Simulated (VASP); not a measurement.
OSZICAR of a VASP run on AuAl₂ (fluorite):

**OSZICAR**
```
       N       E                     dE             d eps       ncg     rms          rms(c)
DAV:   1     0.652500041083E+02    0.65250E+02   -0.69564E+03   856   0.116E+03
DAV:   2    -0.653673047009E+01   -0.71787E+02   -0.65449E+02  1000   0.197E+02
DAV:   3    -0.868760140891E+01   -0.21509E+01   -0.21151E+01  1068   0.338E+01
DAV:   4    -0.870703531869E+01   -0.19434E-01   -0.19426E-01   984   0.376E+00
DAV:   5    -0.870734648171E+01   -0.31116E-03   -0.31115E-03  1084   0.508E-01    0.826E+00
DAV:   6    -0.766824303351E+01    0.10391E+01   -0.61035E+00   944   0.274E+01    0.390E+00
DAV:   7    -0.759498519403E+01    0.73258E-01   -0.30261E-01   880   0.654E+00    0.176E+00
DAV:   8    -0.757136005383E+01    0.23625E-01   -0.33487E-02   980   0.143E+00    0.387E-01
DAV:   9    -0.757034291109E+01    0.10171E-02   -0.42624E-03   980   0.778E-01    0.184E-01
DAV:  10    -0.757046543108E+01   -0.12252E-03   -0.26554E-04   920   0.142E-01    0.334E-02
DAV:  11    -0.757046125609E+01    0.41750E-05   -0.90463E-06  1052   0.263E-02    0.150E-02
DAV:  12    -0.757046140635E+01   -0.15026E-06   -0.18964E-06   932   0.126E-02    0.353E-03
DAV:  13    -0.757046139953E+01    0.68171E-08   -0.22874E-07   752   0.453E-03
   1 F= -.75704614E+01 E0= -.75696910E+01  d E =-.231105E-02
```

Question: Which electronic solver shows in the log?

Answer: It is blocked Davidson (ALGO = Normal, or the opening steps of other solvers). The INCAR had ALGO = Normal.

Question: Can the final energy be trusted as converged?

Answer: The run converged. It stopped with EDIFF = 1E-7, NELM = 100 (rev-vdW-DF2, plane waves, VASP's PBE PAW potentials (set 64)).

The compound is AuAl2 in the fluorite structure. This cell is one point of a volume scan, at 1.06 of the reference volume. The electron count is odd and the run is not spin-polarised, which forces a metal.
